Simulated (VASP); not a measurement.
Energy against volume of Ni₃Si (L1_2). Calculation: vdW-DF-cx, VASP's PBE PAW potentials (set 64) (plane waves; VASP). Run with 520 eV cut-off, 9×9×9 Γ-centred mesh, first-order Methfessel-Paxton smearing of 0.10 eV, potentials Si Ni.

| V (Å³/atom) | E (eV/atom) |
|---|---|
| 9.840 | -3.83929 |
| 10.154 | -3.86261 |
| 10.468 | -3.86980 |
| 10.782 | -3.86341 |

**Question.** Fit these four points and predict the energy of the run at 11.096 Å³/atom.

**Answer.** A cubic in V^(−2/3), the third-order Birch-Murnaghan form, passes through the four points with V0 = 10.47 Å³/atom and B0 = 230 GPa, and gives -3.8456 eV/atom there. The run gave -3.8456 eV/atom, -0.0 meV/atom from the fit; all five points give B0 = 230 GPa.

The compound is Ni3Si in the L1_2 structure. It was relaxed first. The run is not spin-polarised, so no magnetic state was tried.
